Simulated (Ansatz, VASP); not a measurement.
# Au (Gold) in two plane-wave programs, part 2 of 2

Wanted: the spread between two codes on one cell, functional and k mesh. The cell is taken from a series of VASP runs on this material, whose earlier steps may have relaxed, scaled or displaced it; both programs get it as it stands. Valence electrons are named where the data sets of a main pair hold unlike numbers.

VASP 6.6.1 and Ansatz 0.2.0.

So far: Starting point; VASP: relaxation of cell and atoms, PBEsol, spin-orbit coupling.

**3. Ansatz: relaxation of cell and atoms, PBEsol, spin-orbit coupling**

Level of this step: Ansatz beside VASP: Kohn-Sham DFT, plane waves, PBEsol, spin-orbit coupling (Ansatz).

Ansatz runs on its fully relativistic PAW (standard-fr) files.

The same cell, functional, mesh and smearing now go to Ansatz, which takes its cutoff from its data sets.

Input file input.yaml:

```yaml
crystal:
  lattice:
    - [0.0, 2.039125, 2.039125]
    - [2.039125, 0.0, 2.039125]
    - [2.039125, 2.039125, 0.0]
  atoms:
    - { symbol: Au, position: [0.0, 0.0, 0.0] }
hamiltonian:
  xc: pbesol
  pseudopotentials: { kind: paw_fr }
magnetization:
  noncollinear: true
  spin_orbit: true
kpoints:
  mp_grid: { grid: [10, 10, 10] }
scf:
  occupations: { method: methfessel_paxton, width: 0.1 }
relax:
  f_tol: 0.01
  max_steps: 60
  cell: { stress_tol: 0.05 }
output:
  forces: true
  stress: true
```

Command:

```
$ ansatz run input.yaml --threads 4 --pin off --max-ram 9216MiB --backend cpu --events-out ev --progress --plain --runs-dir out
```

Numbers of over 12 decimals in the logs are rounded to 6 here.

The program printed:

```text
Engine: ansatz 0.2.0, aarch64-unknown-linux-gnu
Pseudopotentials: kind: paw_fr
Pseudopotential: Au, paw_fr, valence charge 19, recommended cutoff 420 eV (normal), Au.paw.azcp#standard-fr
Functional definition: PBEsol
  exchange = pbesol_x
  correlation = pbesol_c
non-collinear run that drives no moment, with spin-orbit: no starting moment large enough to seed its density (crystal.atoms[].spin), no starting occupations that ask for one, no magnetisation constraint and no magnetic field, so the semilocal B_xc is pinned to zero
Crystal: 1 atoms, lattice volume = 16.957 Å³
Basis set: ecut = 420 eV, 331 PW (Γ), exchange–correlation on 40×40×40 points (8 copies of the dense FFT grid, shifted against one another)
Bands: 28, of which v1, the nominal top of the filled ones, is band 19 counted from 1 (18 counted from 0)
Symmetry: 48 space group operations + 48 with time reversal
Magnetic group: BNS 225.117 (UNI 1619), of the structure as read, at distance tolerance 2.6e-5 Å
k-points: 47 of 1000
Projection manifold: j_resolved (fully-relativistic pseudo-atomic orbitals)
Non-local potential: Au, projectors of the file, l = 0: 3, l = 1: 4, l = 2: 4, l = 3: 2
PAW form: soft (Blöchl's): semilocal exchange-correlation on the pseudo side does not see the compensation charge
PAW frozen core: Au, regenerated for the run's functional, and the local potential with it (the file was generated under x = pbe(κ = 0.804, μ = 0.219515), c = pbe(β = 0.066725))
PAW one-centre angular grid: Au, 590 points (default); XC on 64 Gauss nodes
Initial density: superposition of atomic densities (chi_scale 0.1, normalization cell)
Initial wavefunctions: pseudopotential atomic-orbital guess
Functional: x = pbesol(κ = 0.804, μ = 0.123457), c = pbesol(β = 0.046)
SCF iter   1: F=—  HF=-13044.191223 eV  |F-HF|=—  |Δ(HF+E_count)|=         —  Δρ=7.75e-2  dr2=1.11e0  dr2_m=0.00e0 (ungated)  ethr=3.10e-3  |M|=0.00e0 ∫|m|=0.00e0 μB  |m|>n=0.0e0 m-floor=0.0e0 τ_xc=0.0e0  β_m=0.30  ⟨swp⟩=7.3  Hψ=3191  notcnv=0  defer=10
preconditioner: auto → none  [insulator: Δε(μ)=0.072 eV  Ē_g=15.557 eV  σ=0.100 eV  W_gap=0.51  n_scr=8 (ndim 8)  ℏωp=29.9 eV  f_vac=0.000  D(μ)=1.03/eV (n_scr^D=14)  ε∞_Penn≈4.7]
SCF iter   2: F=—  HF=-13043.879381 eV  |F-HF|=—  |Δ(HF+E_count)|=   3.12e-1  S|Δr|=    0.00e0  Δρ=2.79e-2  dr2=1.15e-1  dr2_m=0.00e0 (ungated)  ethr=3.10e-3  |M|=0.00e0 ∫|m|=0.00e0 μB  |m|>n=0.0e0 m-floor=0.0e0 τ_xc=0.0e0  β_m=0.36  ⟨swp⟩=2.6  Hψ=1196  notcnv=0  defer=142
SCF iter   3: F=—  HF=-13043.846549 eV  |F-HF|=—  |Δ(HF+E_count)|=   3.28e-2  S|Δr|=    0.00e0  Δρ=1.11e-2  dr2=8.05e-3  dr2_m=0.00e0 (ungated)  ethr=6.03e-4  |M|=0.00e0 ∫|m|=0.00e0 μB  |m|>n=0.0e0 m-floor=0.0e0 τ_xc=0.0e0  β_m=0.59  ⟨swp⟩=2.1  Hψ=939  notcnv=0  defer=142
SCF iter   4: F=—  HF=-13043.842919 eV  |F-HF|=—  |Δ(HF+E_count)|=   3.63e-3  S|Δr|=    0.00e0  Δρ=7.52e-4  dr2=6.22e-5  dr2_m=0.00e0 (ungated)  ethr=4.23e-5  |M|=0.00e0 ∫|m|=0.00e0 μB  |m|>n=0.0e0 m-floor=0.0e0 τ_xc=0.0e0  β_m=0.76  ⟨swp⟩=2.2  Hψ=923  notcnv=0  defer=142
SCF iter   5: F=—  HF=-13043.842899 eV  |F-HF|=—  |Δ(HF+E_count)|=   2.00e-5  S|Δr|=    0.00e0  Δρ=1.47e-4  dr2=1.02e-6  dr2_m=0.00e0 (ungated)  ethr=3.27e-7  |M|=0.00e0 ∫|m|=0.00e0 μB  |m|>n=0.0e0 m-floor=0.0e0 τ_xc=0.0e0  β_m=0.85  ⟨swp⟩=2.0  Hψ=844  notcnv=0  defer=142
SCF iter   6: F=-13043.842900 eV  HF=-13043.842900 eV  |F-HF|=5.18e-10  |Δ(HF+E_count)|=   1.92e-7  S|Δr|=    0.00e0  Δρ=7.15e-6  dr2=2.01e-9  dr2_m=0.00e0 (ungated)  ethr=5.26e-10  |M|=0.00e0 ∫|m|=0.00e0 μB  |m|>n=0.0e0 m-floor=0.0e0 τ_xc=0.0e0  ⟨swp⟩=4.0  Hψ=1939  notcnv=0
SCF 1 converged in 6 iterations: F = -13043.842900 eV  dr2 = 2.01e-9
  greatest PAW one-centre occupation: 1.001 electrons in one spin orbital (limit 2), on the Au atom at site 0 (counted from 0), in its partial waves of l = 0
relax step   1: F+E_penalty+E_count = -13043.84289955 eV  Δ(F+E_penalty+E_count) = +0.000e0 eV  max|allowed force component| = 0.000e0 eV/Å  Δτ_max = 0.0000 Å  P = -0.400 GPa  Ω = 16.957 Å³  (6 SCF iters, dr2 threshold 1.00e-7 eV, accepted)
[...]
relax step   2: F+E_penalty+E_count = -13043.84281533 eV  Δ(F+E_penalty+E_count) = +8.423e-5 eV  max|allowed force component| = 0.000e0 eV/Å  Δτ_max = 0.0000 Å  P = +0.749 GPa  Ω = 16.848 Å³  energy of the carried Pulay correction = +3.225e-5 eV  (4 SCF iters, dr2 threshold 1.00e-7 eV, rejected (line search))
[...]
relax step   3: F+E_penalty+E_count = -13043.84295920 eV  Δ(F+E_penalty+E_count) = -5.964e-5 eV  max|allowed force component| = 0.000e0 eV/Å  Δτ_max = 0.0000 Å  P = -0.004 GPa  Ω = 16.919 Å³  energy of the carried Pulay correction = +1.126e-5 eV  (6 SCF iters, accepted)
[...]
relax step   4: F+E_penalty+E_count = -13043.84294194 eV  Δ(F+E_penalty+E_count) = +1.726e-5 eV  max|allowed force component| = 0.000e0 eV/Å  Δτ_max = 0.0000 Å  P = -0.002 GPa  Ω = 16.919 Å³  stress off target by 2.45e-3 GPa  SCF on the basis re-selected at this cell (its energy is not comparable with the rows above)  (4 SCF iters)
basis re-selected at this cell: Δ(F+E_penalty+E_count) = +1.726e-5 eV, ΔP = +0.001 GPa vs the last step (what re-selecting the basis moved, of the pressure what is left beyond the Pulay correction that the steps carried, after the strain that the cell walked since its last selection, with what the two solves' SCF thresholds leave and, on support functions, any second-order correction that the steps lacked; it is no measure of the basis error at this ecutwfc). This SCF's stress stands 2.45e-3 GPa from its target on what of the cell is left free (relax.cell.stress_tol is 5.00e-2 GPa) and its largest allowed force component is 0.00e0 eV/Å (relax.f_tol is 1.00e-2 eV/Å): [rest of the remark cut]
SCF converged after 4 iterations
Stability not checked: this state was not tested for a lower state beside it, because cold or Methfessel-Paxton smearing, or corrected tetrahedra, fill the levels in a way that the test cannot read (fill_not_monotonic; see scf.lower_state_search)
Magnetization: |M| = 0.0000 μB,  M = (+0.0000, +0.0000, +0.0000) μB
Absolute magnetization: 0.0000 μB (∫|m|)
  site 0: m = (+0.0000, +0.0000, +0.0000) μB, |m| = 0.0000 μB  (R = 1.19 Å)
Free energy (F): -13043.842942 eV
Harris-Foulkes:  -13043.842942 eV  (|F-HF|=7.28e-12)
Internal energy: -13043.842807 eV  (E = F + TS)
E sigma→0 (E₀):  -13043.842908 eV
Entropy (-TS):   -0.000135 eV (-0.135 meV/atom)
Fermi energy:    20.661088 eV
--- Per-component energies (eV) ---
  E_band       = -213.693391
  E_kinetic    = 604.626995
  E_local      = -1687.861476  (includes V_loc(G=0)·N_el)
  E_nonlocal   = 64.180898
  E_hartree    = 719.006959
  E_xc         = -227.016382
  E_vxc        = -275.182224  (∫ρ·V_xc dr)
  E_paw        = -9592.883844  (= ΣΔE_a)
  E_vpaw       = -357.472815  (= ΣTr[D̂ρ^β])
  E_aug_tail   = 0.001341  (compensation charges beyond the density's cutoff)
  E_ewald      = -2924.212266
  E_core_change = 0.314969  (= ΣΔE_core)
  E_smearing   = -0.000135  (= −TS)
  E_closure    = 0.000000  (closes the sum)
  Σ components = -13043.842942   (vs F -13043.842942, Δ=0.00e0)
--- Forces (eV/Å), atoms counted from 1 ---
  atom   1  Au    -0.00000000     0.00000000    -0.00000000
  max |Σ_I F_I| component: 1.31e-31 eV/Å
--- Stress (GPa, compression-positive) ---
       -0.002447      -0.000000      -0.000000
       -0.000000      -0.002447      -0.000000
       -0.000000      -0.000000      -0.002447
  P = ⅓ Tr σ = -0.0024 GPa (-0.024 kbar)
--- Relaxed structure (3 steps of the walk, 2 accepted, 1 SCFs on fresh bases) ---
  F+E_penalty+E_count = -13043.84294194 eV   max|allowed force component| = 0.000e0 eV/Å   (the final SCF, on the basis selected at the relaxed cell)
  cell:  # Å, volume = 16.9192 Å³
    - [0, 2.037588, 2.037588]
    - [2.037588, 0, 2.037588]
    - [2.037588, 2.037588, 0]
  atoms:
    - { symbol: Au, position: [0.0, 0.0, 0.0] }
```

Run time: 2.2 s. Hardware: 4 threads of Arm Neoverse V2, shared host; peak memory 0.35 GiB; 6.9 s of CPU time.

**4. Comparison**

Known differences besides the potentials themselves: spin-orbit coupling enters by fully relativistic files in Ansatz and inside the spheres in VASP; both relaxations stop at a tolerance, which leaves soft axes loose, and VASP keeps its plane-wave basis; the data sets hold 19 valence electrons in Ansatz (on its fully relativistic PAW (standard-fr) files) and 11 in VASP; the cutoff is 420 eV in Ansatz and 450 eV in VASP; Ansatz makes its cores anew for this functional, VASP keeps those of its PBE data sets; Ansatz adds a Pulay correction to the stress that steers its cell, VASP none. Total energies have different zeros and are not compared.

The two programs side by side:

```
                                         quantity  Ansatz   VASP  difference
                                      volume (Å³)   16.92  16.94     -0.09 %
edge a after relaxation, in the typed setting (Å)   2.882  2.882     -0.03 %
```

VASP's last cycles still show a density residual of 6e-03, so its state may not be settled. The walks stopped with 0.00 GPa left in Ansatz and 0.01 GPa in VASP; each walk ends within a tolerance, so the volume difference is uncertain by about these residues over the bulk modulus, most in soft cells.

**5. What came out**

- difference in volume (relaxation of cell and atoms, PBEsol, spin-orbit coupling): -0.094 %

**Reading.** The difference in volume is -0.094 % (relaxation of cell and atoms, PBEsol, spin-orbit coupling), within the 1.2 % picked in this series as the mark of a large difference, as far as the stopping tolerances let one tell. The data sets hold unlike numbers of valence electrons (19 in Ansatz and 11 in VASP), so part of the differences comes from the potentials. How closely two codes agree says nothing of how well the functional describes the real material.

[Lines on the potential files, build, host, timing and source positions are cut from VASP's logs without a mark.]

[Logs are printed without paths, hosts, clocks, repeated set-up lines and the standing remarks that a program may print on its own settings, such as how far it seeks lower states.]

[Hosts, paths, dates, database ids (printed as entryN), source tags and the programs' standing remarks are cut or masked in the printed files.]
